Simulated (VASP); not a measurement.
Calculation: optB88-vdW, VASP's PBE PAW potentials (set 64) (plane waves; VASP).

The input files of a VASP run:

POSCAR:
```
Cr
1.0
  2.8474768484   0.0000000000   0.0000000000
  0.0000000000   2.8474768484   0.0000000000
  0.0000000000   0.0000000000   2.8474768484
Cr
2
Cart
  0.0000000000   0.0000000000   0.0000000000
  1.4237384242   1.4237384242   1.4237384242
```

### INCAR
```
SYSTEM = Cr
PREC = Accurate
ENCUT = 520
EDIFF = 1E-6
NELM = 100
ALGO = Normal
LREAL = .FALSE.
LASPH = .TRUE.
ISMEAR = 1
SIGMA = 0.1
GGA = BO
PARAM1 = 0.1833333333
PARAM2 = 0.22
LUSE_VDW = .TRUE.
AGGAC = 0.0
LMAXMIX = 4
ISPIN = 2
MAGMOM = 0.8 -0.8
LORBIT = 10
LWAVE = .FALSE.
LCHARG = .FALSE.
IBRION = 2
ISIF = 3
NSW = 60
EDIFFG = -0.01
```

File KPOINTS:
```
Automatic mesh
0
Gamma
12 12 12
0 0 0
```

POTCAR, in this order: Cr_pv (PBE.64 set). Program: vasp_std.

Output

### OSZICAR
```
       N       E                     dE             d eps       ncg     rms          rms(c)
DAV:   1     0.236672465241E+03    0.23667E+03   -0.14346E+04  5376   0.185E+03
DAV:   2    -0.764068620580E+01   -0.24431E+03   -0.24258E+03  5760   0.501E+02
DAV:   3    -0.155641814908E+02   -0.79235E+01   -0.78072E+01  6872   0.103E+02
DAV:   4    -0.156769771449E+02   -0.11280E+00   -0.11271E+00  6560   0.123E+01
DAV:   5    -0.156798588039E+02   -0.28817E-02   -0.28788E-02  7384   0.151E+00    0.175E+01
DAV:   6    -0.128341343876E+02    0.28457E+01   -0.17382E+01  5744   0.501E+01    0.339E+00
DAV:   7    -0.128201002876E+02    0.14034E-01   -0.19122E-01  5664   0.629E+00    0.202E+00
DAV:   8    -0.128129931550E+02    0.71071E-02   -0.14059E-02  7016   0.142E+00    0.109E+00
DAV:   9    -0.128091177135E+02    0.38754E-02   -0.22370E-02  6544   0.145E+00    0.284E-01
DAV:  10    -0.128096452840E+02   -0.52757E-03   -0.13306E-03  7840   0.374E-01    0.215E-01
DAV:  11    -0.128105088404E+02   -0.86356E-03   -0.88548E-03  7064   0.624E-01    0.190E-01
DAV:  12    -0.128114755944E+02   -0.96675E-03   -0.17571E-02  6848   0.940E-01    0.120E-01
DAV:  13    -0.128117632962E+02   -0.28770E-03   -0.27079E-03  6800   0.354E-01    0.887E-02
DAV:  14    -0.128120630359E+02   -0.29974E-03   -0.16277E-02  7008   0.825E-01    0.186E-02
DAV:  15    -0.128120828339E+02   -0.19798E-04   -0.30784E-04  6160   0.153E-01    0.100E-02
DAV:  16    -0.128120830842E+02   -0.25029E-06   -0.65389E-06  6400   0.251E-02
   1 F= -.12812083E+02 E0= -.12812194E+02  d E =-.128121E+02  mag=    -0.0000
       N       E                     dE             d eps       ncg     rms          rms(c)
DAV:   1    -0.128260201905E+02   -0.13937E-01   -0.30820E-01  5632   0.828E+00    0.102E+00
DAV:   2    -0.128122581468E+02    0.13762E-01   -0.94344E-02  5792   0.346E+00    0.253E-01
DAV:   3    -0.128120400858E+02    0.21806E-03   -0.11140E-03  6096   0.425E-01    0.145E-01
DAV:   4    -0.128119718371E+02    0.68249E-04   -0.82943E-05  6816   0.104E-01    0.803E-02
DAV:   5    -0.128119429460E+02    0.28891E-04   -0.24798E-04  6656   0.135E-01    0.129E-02
DAV:   6    -0.128119452817E+02   -0.23357E-05   -0.28458E-05  6336   0.360E-02    0.132E-02
DAV:   7    -0.128119474502E+02   -0.21685E-05   -0.70451E-05  6976   0.595E-02    0.763E-03
DAV:   8    -0.128119479830E+02   -0.53275E-06   -0.47753E-06  4272   0.143E-02
   2 F= -.12811948E+02 E0= -.12812109E+02  d E =0.135101E-03  mag=    -0.0000
       N       E                     dE             d eps       ncg     rms          rms(c)
DAV:   1    -0.128172095269E+02   -0.52621E-02   -0.11025E-01  5632   0.497E+00    0.601E-01
DAV:   2    -0.128122748303E+02    0.49347E-02   -0.34407E-02  5776   0.208E+00    0.150E-01
DAV:   3    -0.128121928899E+02    0.81940E-04   -0.42546E-04  5800   0.266E-01    0.839E-02
DAV:   4    -0.128121680845E+02    0.24805E-04   -0.27257E-05  6720   0.606E-02    0.458E-02
DAV:   5    -0.128121573157E+02    0.10769E-04   -0.64957E-05  6592   0.725E-02    0.680E-03
DAV:   6    -0.128121592356E+02   -0.19199E-05   -0.71412E-06  6000   0.193E-02    0.680E-03
DAV:   7    -0.128121609094E+02   -0.16738E-05   -0.14755E-05  5664   0.275E-02    0.395E-03
DAV:   8    -0.128121611251E+02   -0.21571E-06   -0.11516E-06  2752   0.699E-03
   3 F= -.12812161E+02 E0= -.12812296E+02  d E =-.780409E-04  mag=    -0.0000
```

### OUTCAR
```
------------------------ aborting loop because EDIFF is reached ----------------------------------------
  FORCE on cell =-STRESS in cart. coord.  units (eV):
  Direction    XX          YY          ZZ          XY          YZ          ZX
  --------------------------------------------------------------------------------------
  Total       -0.0038345     -0.0038345     -0.0038345     -0.0000000     -0.0000000      0.0000000
  in kB       -0.2667387     -0.2667387     -0.2667387     -0.0000000     -0.0000000      0.0000000
  external PRESSURE =      -0.2667387 kB  Pullay stress =       0.0000000 kB
  volume of cell :       23.03
      direct lattice vectors                 reciprocal lattice vectors
     2.845176838 -0.000000000  0.000000000     0.351472002 -0.000000000 -0.000000000
     0.000000000  2.845176838 -0.000000000     0.000000000  0.351472002  0.000000000
     0.000000000 -0.000000000  2.845176838    -0.000000000  0.000000000  0.351472002
 POSITION                                       TOTAL-FORCE (eV/Angst)
 -----------------------------------------------------------------------------------
      0.00000      0.00000      0.00000         0.000000      0.000000      0.000000
      1.42259      1.42259      1.42259        -0.000000     -0.000000     -0.000000
 -----------------------------------------------------------------------------------
    total drift:                                0.000000      0.000000     -0.000000
  FREE ENERGIE OF THE ION-ELECTRON SYSTEM (eV)
  ---------------------------------------------------
  free  energy   TOTEN  =       -12.8121611251 eV

  energy  without entropy=      -12.8125666618  energy(sigma->0) =      -12.81229630

 total charge

# of ion       s       p       d       tot
------------------------------------------
    1        0.416   6.399   4.257  11.072
    2        0.416   6.399   4.257  11.072
--------------------------------------------------
tot          0.832  12.798   8.514  22.144

 magnetization (x)

# of ion       s       p       d       tot
------------------------------------------
    1        0.007   0.004   0.734   0.745
    2       -0.007  -0.004  -0.734  -0.745
--------------------------------------------------
tot          0.000   0.000   0.000   0.000

 reached required accuracy - stopping structural energy minimisation
```
(Selected blocks of OUTCAR.)

File CONTCAR:
```
Cr
   1.00000000000000
     2.8451768376169655   -0.0000000000000000    0.0000000000000000
     0.0000000000000000    2.8451768376169655   -0.0000000000000000
     0.0000000000000000   -0.0000000000000000    2.8451768376169655
  Cr
     2
Direct
     0.0000000000000000    0.0000000000000000    0.0000000000000000
     0.5000000000000000    0.5000000000000000    0.5000000000000000
```

### OUTCAR
```
 val. band max:       10.8188803838   @ k =   0.3333   0.0833   0.0000

 cond. band min:      10.9448738406   @ k =   0.4167   0.4167   0.0833


 Fermi energy:        10.9210382922

 spin component 1

 k-point     1 :       0.0000    0.0000    0.0000
  band No.  band energies     occupation
      1     -32.5244      1.00000
      2     -32.5244      1.00000
      3     -32.5244      1.00000
      4     -31.5644      1.00000
      5     -31.5644      1.00000
      6     -31.5644      1.00000
      7       3.1255      1.00000
      8       6.6118      1.00000
      9       6.6118      1.00000
     10       9.9246      1.00000
     11       9.9246      1.00000
     12       9.9247      1.00000
     13      12.0797     -0.00000
     14      12.0797     -0.00000
     15      13.3774      0.00000
     16      13.3774      0.00000

 k-point     2 :       0.0833    0.0000    0.0000
  band No.  band energies     occupation
      1     -32.5287      1.00000
      2     -32.5166      1.00000
      3     -32.5166      1.00000
      4     -31.5838      1.00000
      5     -31.5709      1.00000
      6     -31.5709      1.00000
      7       3.2791      1.00000
      8       6.6903      1.00000
      9       6.7003      1.00000
     10       9.9167      1.00000
     11       9.9167      1.00000
     12       9.9750      1.00000
     13      11.9723     -0.00000
     14      12.1203     -0.00000
     15      13.1814      0.00000
     16      13.1814      0.00000

 k-point     3 :       0.1667    0.0000    0.0000
  band No.  band energies     occupation
      1     -32.5400      1.00000
      2     -32.4946      1.00000
      3     -32.4946      1.00000
      4     -31.6371      1.00000
      5     -31.5892      1.00000
      6     -31.5892      1.00000
      7       3.7271      1.00000
      8       6.9228      1.00000
      9       6.9396      1.00000
     10       9.9026      1.00000
     11       9.9026      1.00000
...
```

The compound is Cr in the bcc, AFM order structure. This run relaxes it. Symmetry was kept, so distortions that lower it aren't found. The start is the result of an earlier pass.
